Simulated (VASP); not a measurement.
```
CSi
1.0
    0.00000     2.19688     2.19688
    2.19688     0.00000     2.19688
    2.19688     2.19688     0.00000
Si C
1 1
Cartesian
  0.00000   0.00000   0.00000
  1.09844   1.09844   1.09844
```

Calculation: revPBE GGA, VASP's PBE PAW potentials (set 64) (plane waves; VASP 6.6.1). Run with 520 eV cut-off, 9×9×9 Γ-centred mesh, Gaussian smearing of 0.050 eV, potentials Si C.

Task: Predict the energy per atom (σ→0).

Result: 
| Quantity | Result |
|---|---|
| energy per atom (σ→0) | -7.226 eV/atom |

Total energies compare only between runs with the same potentials, cut-off and functional.

The compound is SiC in the zinc blende structure. It was relaxed first. The start is the result of an earlier pass.
